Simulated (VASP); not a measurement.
An input for Ansatz (written as the equivalent of a VASP run, and not itself run):

Ansatz 0.2 input:
```yaml
crystal:
  lattice:
    - [3.8957840, 0.0000000, 0.0000000]
    - [-1.9478920, 3.3738475, 0.0000000]
    - [0.0000000, 0.0000000, 6.3532382]
  atoms:
    - { symbol: Mg, position: [0.3333330, 0.6666670, 0.9996378] }
    - { symbol: Mg, position: [0.6666670, 0.3333330, 0.4996378] }
    - { symbol: Te, position: [0.3333330, 0.6666670, 0.3753622] }
    - { symbol: Te, position: [0.6666670, 0.3333330, 0.8753622] }
kpoints:
  mp_grid: { grid: [7, 7, 4] }
hamiltonian:
  xc: pbesol
  pseudopotentials: { kind: paw }
scf:
  occupations: { method: gaussian, width: 0.05 }
  max_iter: 100
relax:
  max_steps: 40
  f_tol: 0.02
  cell: { p_target: 45 }
output: { forces: true, stress: true, eigenvalues: true }
```

Write the VASP files for the same calculation (PBEsol).

Several could match; the one computed here: 
### KPOINTS
```
Automatic mesh
0
G
7 7 4
0 0 0
```

INCAR:
```
! general
SYSTEM  = MgTe
PREC    = Accurate
ENCUT   = 500
LREAL   = F
LASPH   = T

! electronic loop
EDIFF   = 1E-6
NELM    = 100
ALGO    = Normal
LMAXMIX = 4

! smearing
ISMEAR  = 0
SIGMA   = 0.05

! functional
GGA     = PS

! ions
IBRION  = 2
NSW     = 40
ISIF    = 3
EDIFFG  = -0.02
PSTRESS = 450

! output
LWAVE   = F
LCHARG  = F
```

File POSCAR:
```
MgTe
1.0
  3.8957840258   0.0000000000   0.0000000000
 -1.9478920130   3.3738474982   0.0000000000
  0.0000000000   0.0000000000   6.3532382200
Mg Te
2 2
direct
  0.3333330000   0.6666670000   0.9996378405
  0.6666670000   0.3333330000   0.4996378405
  0.3333330000   0.6666670000   0.3753621595
  0.6666670000   0.3333330000   0.8753621595
```

POTCAR, in this order: Mg Te (PBE.64 set). Program: vasp_std.

The two are equivalent in intent, not identical: each code has its own PAW files, so the cut-off isn't converted (ENCUT is set for VASP's; basis.ecutwfc is left out, and Ansatz then takes the one that its files recommend); Ansatz stops its SCF on the density residual and VASP on the energy change (EDIFF).

The structure was generated: MgTe was put into the wurtzite type (P6_3mc), which need not be its known phase. It was relaxed first under an external pressure of 45 GPa.
